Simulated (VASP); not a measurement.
## SiAu3 under changes of volume

One of the cells (18.091 Å³/atom); the others are scaled copies at fixed shape and fractional positions:

```
Au Si
1.0
     0.00000    3.30749    3.30749
     3.30749    0.00000    3.30749
     3.30749    3.30749    0.00000
Au Si
3 1
Direct
  0.50000 0.50000 0.50000
  0.75000 0.75000 0.75000
  0.25000 0.25000 0.25000
  0.00000 0.00000 0.00000
```

The cell comes from a database or a generator and needn't be the stable form of this composition.

| Property | Result |
| --- | --- |
| Program | VASP 6.6.1 |
| Functional | PBE |
| Potentials or basis | VASP PAW PBE potentials, release 64 (Au, Si) |
| Cutoff | 520 eV |
| k mesh | 7 × 7 × 7 |
| Occupations | fermi-dirac, width 0.05 eV |
| Spin | no spin polarisation |

```csv
volume (Å³/atom),energy over the lowest point (meV/atom),pressure (GPa)
16.672,19.05,7.4
17.027,6.11,4.1
17.382,0.00,1.3
18.091,5.03,-3.5
18.446,14.79,-5.4
18.801,?,?
```

What does the run at 18.801 Å³/atom give?

Energy over the lowest point 28.53 meV/atom; pressure -7.1 GPa.

Worked out: A Birch-Murnaghan fit of order 3 (a polynomial in V^(-2/3)) to the other rows has its minimum at 17.56 Å³/atom with B0 = V·E''(V) = 125 GPa and B' = 5.5. It gives 28.60 meV/atom at 18.801 Å³/atom, against the run's 28.53, and -dE/dV = -7.1 GPa, against -7.1.

Energies are extrapolated to zero smearing.
